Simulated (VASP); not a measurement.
Data:

```
MgRbF3
1.0
    4.05105     0.00000     0.00000
    0.00000     4.05105     0.00000
    0.00000     0.00000     4.05105
Rb Mg F
1 1 3
Direct
  0.00000   0.00000   0.00000
  0.50000   0.50000   0.50000
  0.00000   0.50000   0.50000
  0.50000   0.00000   0.50000
  0.50000   0.50000   0.00000
```

Method: r2SCAN meta-GGA, VASP's PBE PAW potentials (set 64) (plane waves; VASP 6.6.1). Settings: 520 eV cut-off, 6×6×6 Γ-centred mesh, tetrahedra with Blöchl corrections, potentials Rb_sv Mg F.

Problem. Give the energies of bands 5 to 17 at the high-symmetry points, in eV from the valence-band maximum.

Solution. 
```
band      Γ      X      M      R
----  -----  -----  -----  -----
5     -6.28  -6.22  -6.43  -6.71
6     -6.28  -6.10  -6.43  -6.71
7     -6.28  -6.10  -5.96  -6.71
8     -2.11  -2.19  -2.95  -3.70
9     -2.11  -2.19  -1.94  -1.07
10    -2.11  -2.03  -1.80  -1.07
11    -0.60  -1.25  -1.07  -1.01
12    -0.60  -0.84  -0.99  -1.01
13    -0.60  -0.66  -0.99  -1.01
14    -0.16  -0.66  -0.55   0.00
15    -0.16  -0.51  -0.55   0.00
16    -0.16  -0.51  -0.02   0.00
17     8.34  11.09  11.57  11.10
```

The gap is indirect, 8.34 eV, from the valence maximum at R to the conduction minimum at Γ.

The structure comes from a computed database's RbMgF3 entry (Pm-3m); how it stands against other phases isn't given here. It was relaxed first.
